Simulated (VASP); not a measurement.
Energy against volume of Pt (fcc). Computed with PBE GGA with D3 dispersion (zero damping), VASP's PBE PAW potentials (set 64) (plane waves; VASP 6.6.1). Settings: 520 eV cut-off, 16×16×16 Γ-centred mesh, first-order Methfessel-Paxton smearing of 0.10 eV, potentials Pt.

```tsv
V (Å³/atom)	E (eV/atom)
14.571	-6.84686
15.021	-6.86022
15.472	-6.84955
15.922	-6.81921
```

Fit these four points and predict the energy of the run at 14.120 Å³/atom.

A cubic in V^(−2/3), the third-order Birch-Murnaghan form, passes through the four points with V0 = 15.03 Å³/atom and B0 = 283 GPa, and gives -6.8042 eV/atom there. The run gave -6.8043 eV/atom, -0.1 meV/atom from the fit; all five points give B0 = 282 GPa.

The compound is Pt in the fcc structure. It was relaxed first.
